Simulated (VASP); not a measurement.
# B5Ru (F-43m) in VASP: reference runs

How does B5Ru come out in PBE? The cell is run as given.

Program: VASP 6.6.1. These are calculated values, not measurements. Logs are shortened: lines on timing, memory, paths and dates and some standing lists are left out, and cuts for length are marked.

## (1) The crystal as given

It takes space group F-43m (No. 216, cubic). Conventional cell: a = 5.603 Å, b = 5.603 Å, c = 5.603 Å, α = 90.00°, β = 90.00°, γ = 90.00°. Around B (site symmetry 3m) lie 6 B at 1.94 to 2.02 Å. B (site symmetry -43m) is surrounded by 12 B at 2.32 Å and 4 Ru at 2.43 Å. Ru (site symmetry -43m) is surrounded by 16 B at 2.33 to 2.43 Å.

The cell was built by a generator and needn't be a form met in nature.

## (2) Single point, PBE

INCAR reads:

```
PREC = Accurate ; ENCUT = 520
EDIFF = 1E-7 ; ISMEAR = -1
SIGMA = 0.05 ; LREAL = False
LASPH = True ; NELM = 100
ALGO = Normal ; ISIF = 2
LWAVE = False ; LCHARG = False
GGA = PE ; NBANDS = 24
```

KPOINTS reads:

```
regular mesh
0
Gamma
  8 8 8
```

POSCAR reads:

```
B5Ru
1.0
    0.0000000000      2.8014900000      2.8014900000
    2.8014900000      0.0000000000      2.8014900000
    2.8014900000      2.8014900000      0.0000000000
B Ru
5 1
Direct
    0.8777500000      0.8777500000      0.8777500000
    0.3667400000      0.8777500000      0.8777500000
    0.2500000000      0.2500000000      0.2500000000
    0.8777500000      0.3667400000      0.8777500000
    0.8777500000      0.8777500000      0.3667400000
    0.5000000000      0.5000000000      0.5000000000
```

Potentials or basis: VASP PAW PBE potentials, release 64 (B, Ru_pv).

Started as:

```console
> cat potpaw_PBE.64/B/POTCAR potpaw_PBE.64/Ru_pv/POTCAR > POTCAR
> mpirun -np 1 vasp_std > vasp.out
```

OUTCAR:

```text
PREC = Accurate
   ENCUT = 520
   EDIFF = 1E-7
   ISMEAR = -1
   LREAL = False
   LASPH = True
   NELM = 100
   ISIF = 2
   GGA = PE

 ion  position               nearest neighbor table
   1  0.878  0.878  0.878-   2 1.94   4 1.94   5 1.94   5 2.02   4 2.02   2 2.02   6 2.33   6 2.33
                             6 2.33
   2  0.367  0.878  0.878-   1 1.94   4 1.94   5 1.94   1 2.02   5 2.02   4 2.02   6 2.33   6 2.33
                             6 2.33
   3  0.250  0.250  0.250-   6 2.43   6 2.43   6 2.43   6 2.43
   4  0.878  0.367  0.878-   1 1.94   2 1.94   5 1.94   5 2.02   1 2.02   2 2.02   6 2.33   6 2.33
                             6 2.33
   5  0.878  0.878  0.367-   1 1.94   2 1.94   4 1.94   1 2.02   4 2.02   2 2.02   6 2.33   6 2.33
                             6 2.33
   6  0.500  0.500  0.500-   2 2.33   4 2.33   5 2.33   1 2.33   1 2.33   1 2.33   2 2.33   2 2.33
                             5 2.33   4 2.33   4 2.33   5 2.33   3 2.43   3 2.43   3 2.43   3 2.43

  LATTYP: Found a face centered cubic cell.
 ALAT       =     5.6029800000

  Lattice vectors:

 A1 = (   0.0000000000,   2.8014900000,   2.8014900000)
 A2 = (   2.8014900000,   0.0000000000,   2.8014900000)
 A3 = (   2.8014900000,   2.8014900000,   0.0000000000)

Analysis of symmetry for initial positions (statically):
=====================================================================
 Subroutine PRICEL returns:
 Original cell was already a primitive cell.

 Routine SETGRP: Setting up the symmetry group for a
 face centered cubic supercell.

 Subroutine GETGRP returns: Found  6 space group operations
 (whereof  6 operations were pure point group operations)
 out of a pool of 48 trial point group operations.

The static configuration has the point symmetry C_3v.

Analysis of symmetry for dynamics (positions and initial velocities):
=====================================================================
 Subroutine PRICEL returns:
 Original cell was already a primitive cell.

 Routine SETGRP: Setting up the symmetry group for a
 face centered cubic supercell.

 Subroutine GETGRP returns: Found  6 space group operations
 (whereof  6 operations were pure point group operations)
 out of a pool of 48 trial point group operations.

The dynamic configuration has the point symmetry C_3v.

 Subroutine INISYM returns: Found  6 space group operations
 (whereof  6 operations are pure point group operations),
 and found     1 'primitive' translations

----------------------------------------------------------------------------------------

                                     Primitive cell

  volume of cell :      43.9741

  direct lattice vectors                    reciprocal lattice vectors
     0.000000000  2.801490000  2.801490000    -0.178476454  0.178476454  0.178476454
     2.801490000  0.000000000  2.801490000     0.178476454 -0.178476454  0.178476454
     2.801490000  2.801490000  0.000000000     0.178476454  0.178476454 -0.178476454

  length of vectors
     3.961905153  3.961905153  3.961905153     0.309130286  0.309130286  0.309130286

  position of ions in fractional coordinates (direct lattice)
     0.877750000  0.877750000  0.877750000
     0.366740000  0.877750000  0.877750000
     0.250000000  0.250000000  0.250000000
     0.877750000  0.366740000  0.877750000
     0.877750000  0.877750000  0.366740000
     0.500000000  0.500000000  0.500000000

  ion indices of the primitive-cell ions
   primitive index   ion index
                 1           1
                 2           2
                 3           3
                 4           4
                 5           5
                 6           6

----------------------------------------------------------------------------------------

 KPOINTS: regular mesh

Automatic generation of k-mesh.
 Grid dimensions read from file:
 generate k-points for:    8    8    8

 Generating k-lattice:

  Cartesian coordinates                     Fractional coordinates (reciprocal lattice)
    -0.022309557  0.022309557  0.022309557     0.125000000  0.000000000  0.000000000
     0.022309557 -0.022309557  0.022309557     0.000000000  0.125000000  0.000000000
     0.022309557  0.022309557 -0.022309557     0.000000000  0.000000000  0.125000000

  Length of vectors
     0.038641286  0.038641286  0.038641286

  Shift w.r.t. Gamma in fractional coordinates (k-lattice)
     0.000000000  0.000000000  0.000000000

 Subroutine IBZKPT returns following result:
 ===========================================

 Found     65 irreducible k-points:

 Following reciprocal coordinates:
            Coordinates               Weight
  0.000000  0.000000  0.000000      1.000000
  0.125000  0.000000  0.000000      6.000000
  0.125000  0.125000  0.125000      2.000000
  0.250000  0.000000  0.000000      6.000000
  0.250000  0.250000  0.250000      2.000000
  0.375000  0.000000  0.000000      6.000000
[... 16 lines left out ...]
 -0.250000  0.125000  0.000000     12.000000
  0.125000  0.125000  0.375000      6.000000
 [... further k-points ...]
   k-points           NKPTS =     65   k-points in BZ     NKDIM =     65   number of bands    NBANDS=     24
   number of dos      NEDOS =    301   number of ions     NIONS =      6
   total plane-waves  NPLWV =  27000
   dimension x,y,z NGX =    30 NGY =   30 NGZ =   30
   dimension x,y,z NGXF=    60 NGYF=   60 NGZF=   60
   ions per type =               5   1
   NGX,Y,Z   is equivalent  to a cutoff of  12.59, 12.59, 12.59 a.u.
   NGXF,Y,Z  is equivalent  to a cutoff of  25.18, 25.18, 25.18 a.u.
 SYSTEM =  unknown system
   PREC   = accura    normal or accurate (medium, high low for compatibility)
   ISTART =      0    job   : 0-new  1-cont  2-samecut
   ICHARG =      2    charge: 1-file 2-atom 10-const
   ISPIN  =      1    spin polarized calculation?
   LNONCOLLINEAR =      F non collinear calculations
   LSORBIT =      F    spin-orbit coupling
   LASPH  =      T    aspherical Exc in radial PAW
   ENCUT  =  520.0 eV  38.22 Ry    6.18 a.u.   7.37  7.37  7.37*2*pi/ulx,y,z
   NELM   =    100;   NELMIN=  2; NELMDL= -5     # of ELM steps
   EDIFF  = 0.1E-06   stopping-criterion for ELM
   LREAL  =      F    real-space projection
   EDIFFG = 0.1E-05   stopping-criterion for IOM
   NSW    =      0    number of steps for IOM
   IBRION =     -1    ionic relax: 0-MD 1-quasi-New 2-CG
   NFREE  =      0    steps in history (QN), initial steepest desc. (CG)
   ISIF   =      2    stress and relaxation
   ISYM   =      2    0-nonsym 1-usesym 2-fastsym
   POTIM  = 0.5000    time-step for ionic-motion
   TEBEG  =    0.0;   TEEND  =   0.0 temperature during run
   PSTRESS=    0.0 pullay stress
   NELECT =      29.0000    total number of electrons
   NUPDOWN=      -1.0000    fix difference up-down
   EMIN   =  10.00;   EMAX   =-10.00  energy-range for DOS
   EFERMI =   0.00;   METHOD = LEGACY
   ISMEAR =    -1;   SIGMA  =   0.05  broadening in eV -4-tet -1-fermi 0-gaus
   EFERMI_NEDOS =   21; number of points for ismear=-14 and -15
   IALGO  =     38    algorithm
   IMIX   =      4    mixing-type and parameters
     AMIX     =   0.40;   BMIX     =  1.00
     AMIX_MAG =   1.60;   BMIX_MAG =  1.00
  volume/ion in A,a.u.               =       7.33        49.46
  Fermi-wavevector in a.u.,A,eV,Ry     =   1.424979  2.692820 27.627511  2.030565
  Thomas-Fermi vector in A             =   2.545412
   LORBIT       =      0    0 simple, 1 ext, 2 COOP (PROOUT), +10 PAW based schemes
   GGA     = PE    functional components
   LHFCALC =     F    Hartree Fock is set to
   AEXX    =    0.0000 exact exchange contribution
   IVDW    =     0    specifies the selected vdW correction
   LEPSILON=     F    determine dielectric tensor
   LRPA    =     F    only Hartree local field effects (RPA)
 non-spin polarized calculation
  energy-cutoff  :      520.00
  volume of cell :       43.97
 maximum number of plane-waves:      1243
 NGX is ok and might be reduce to    30
   NGX = 15   NGY = 15   NGZ = 15

 number of electron      29.0000002 magnetization

 Free energy of the ion-electron system (eV)
  ---------------------------------------------------
  ext. energy  EPLUGINS =         0.00000000
  ---------------------------------------------------
  free energy    TOTEN  =       -37.31071133 eV

  energy without entropy =      -37.28566728  energy(sigma->0) =      -37.29818931

 E-fermi :  12.0978     XC(G=0): -13.2724

 val. band max:       12.0726479620   @ k =   0.1250   0.1250  -0.2500
 cond. band min:      12.1018780942   @ k =   0.5000   0.2500   0.1250
 fundamental gap:      0.0292301322
 Fermi energy:        12.0978088835

 k-point     1 :       0.0000    0.0000    0.0000
  band No.  band energies     occupation
      1     -32.5673      2.00000
      2     -32.5672      2.00000
      3     -32.5672      2.00000
      4      -5.4885      2.00000
      5       2.3379      2.00000
      6       3.0678      2.00000
[... 16 lines left out ...]
     23      21.1558      0.00000
     24      21.1558      0.00000

 k-point     2 :       0.1250    0.0000    0.0000
  band No.  band energies     occupation
      1     -32.5706      2.00000
      2     -32.5679      2.00000
      3     -32.5678      2.00000
      4      -5.2933      2.00000
      5       1.7005      2.00000
      6       2.9670      2.00000
[... 16 lines left out ...]
     23      20.6701      0.00000
     24      20.6701      0.00000

 k-point     3 :       0.1250    0.1250    0.1250
  band No.  band energies     occupation
      1     -32.5706      2.00000
      2     -32.5678      2.00000
      3     -32.5678      2.00000
      4      -5.2933      2.00000
      5       1.7005      2.00000
      6       2.9670      2.00000
[... 16 lines left out ...]
     23      20.6701      0.00000
     24      20.6701      0.00000

 k-point     4 :       0.2500    0.0000    0.0000
  band No.  band energies     occupation
      1     -32.5787      2.00000
      2     -32.5693      2.00000
      3     -32.5693      2.00000
      4      -4.7235      2.00000
      5       0.3602      2.00000
      6       2.7573      2.00000
[... 16 lines left out ...]
     23      19.2387      0.00000
     24      19.2388      0.00000

 k-point     5 :       0.2500    0.2500    0.2500
  band No.  band energies     occupation
      1     -32.5787      2.00000
      2     -32.5693      2.00000
      3     -32.5693      2.00000
      4      -4.7235      2.00000
      5       0.3602      2.00000
      6       2.7573      2.00000
[... 16 lines left out ...]
     23      19.2388      0.00000
     24      19.2388      0.00000

 k-point     6 :       0.3750    0.0000    0.0000
  band No.  band energies     occupation
      1     -32.5868      2.00000
      2     -32.5708      2.00000
      3     -32.5707      2.00000
      4      -3.8343      2.00000
      5      -1.0941      2.00000
      6       2.6192      2.00000
[... 16 lines left out ...]
     23      18.2732      0.00000
     24      18.2733      0.00000
[... 379 lines left out ...]
 k-point    21 :       0.1250    0.1250    0.5000
  band No.  band energies     occupation
      1     -32.5878      2.00000
      2     -32.5738      2.00000
      3     -32.5714      2.00000
      4      -3.3571      2.00000
      5      -1.4142      2.00000
      6       1.3912      2.00000
[... 16 lines left out ...]
     23      17.9061      0.00000
     24      18.9122      0.00000

 k-point    22 :      -0.3750    0.5000   -0.3750
  band No.  band energies     occupation
      1     -32.5878      2.00000
      2     -32.5738      2.00000
      3     -32.5714      2.00000
      4      -3.3571      2.00000
      5      -1.4142      2.00000
      6       1.3912      2.00000
[... 16 lines left out ...]
     23      17.9061      0.00000
     24      18.9122      0.00000

 k-point    23 :      -0.2500    0.1250    0.0000
  band No.  band energies     occupation
      1     -32.5817      2.00000
      2     -32.5725      2.00000
      3     -32.5698      2.00000
      4      -4.2997      2.00000
      5      -0.0596      2.00000
      6       1.5162      2.00000
[... 16 lines left out ...]
     23      17.5492      0.00000
     24      19.5193      0.00000

 k-point    24 :       0.1250    0.1250    0.3750
  band No.  band energies     occupation
      1     -32.5817      2.00000
      2     -32.5725      2.00000
      3     -32.5698      2.00000
      4      -4.2997      2.00000
      5      -0.0596      2.00000
      6       1.5163      2.00000
[... 16 lines left out ...]
     23      17.5492      0.00000
     24      19.5193      0.00000

 [... further k-points ...]
[... 5 lines left out ...]
  --------------------------------------------------------------------------------------
  -------------------------------------------------------------------------------------
  Total        0.0065975      0.0065975      0.0065975      0.0000147      0.0000147      0.0000147
  in kB        0.2403778      0.2403778      0.2403778      0.0005358      0.0005358      0.0005358
  external PRESSURE =       0.2403778 kB  Pullay stress =       0.0000000 kB

 VOLUME and BASIS-vectors are now :
 -----------------------------------------------------------------------------
  energy-cutoff  :      520.00
  volume of cell :       43.97
      direct lattice vectors                 reciprocal lattice vectors
     0.000000000  2.801490000  2.801490000    -0.178476454  0.178476454  0.178476454
     2.801490000  0.000000000  2.801490000     0.178476454 -0.178476454  0.178476454
     2.801490000  2.801490000  0.000000000     0.178476454  0.178476454 -0.178476454

 POSITION                                       TOTAL-FORCE (eV/Angst)
 -----------------------------------------------------------------------------------
      4.91802      4.91802      4.91802         0.026476      0.026476      0.026476
      4.91802      3.48643      3.48643         0.026599     -0.026577     -0.026577
      1.40074      1.40074      1.40074         0.000061      0.000061      0.000061
      3.48643      4.91802      3.48643        -0.026577      0.026599     -0.026577
      3.48643      3.48643      4.91802        -0.026577     -0.026577      0.026599
      2.80149      2.80149      2.80149         0.000017      0.000017      0.000017
 -----------------------------------------------------------------------------------
    total drift:                               -0.000000     -0.000000     -0.000001

  FREE ENERGIE OF THE ION-ELECTRON SYSTEM (eV)
  ---------------------------------------------------
  free  energy   TOTEN  =       -37.3107113344 eV

  energy  without entropy=      -37.2856672815  energy(sigma->0) =      -37.29818931
```

It took 2.2 min on 1 thread of Intel Xeon Platinum 8175M at 2.50GHz (Skylake/Cascade Lake), shared host; peak memory 0.2 GiB.

Results:

```yaml
Free_energy: -37.3107 eV
Pressure: 0.0 GPa
Largest_force: 0.046 eV/Å
Band_gap_on_the_k_mesh: none (metal or under the smearing width)
```

Forces in eV/Å, atoms in the order of the input:
```
B    0.026  0.026  0.026
B    0.027 -0.027 -0.027
B    0.000  0.000  0.000
B   -0.027  0.027 -0.027
B   -0.027 -0.027  0.027
Ru   0.000  0.000  0.000
```
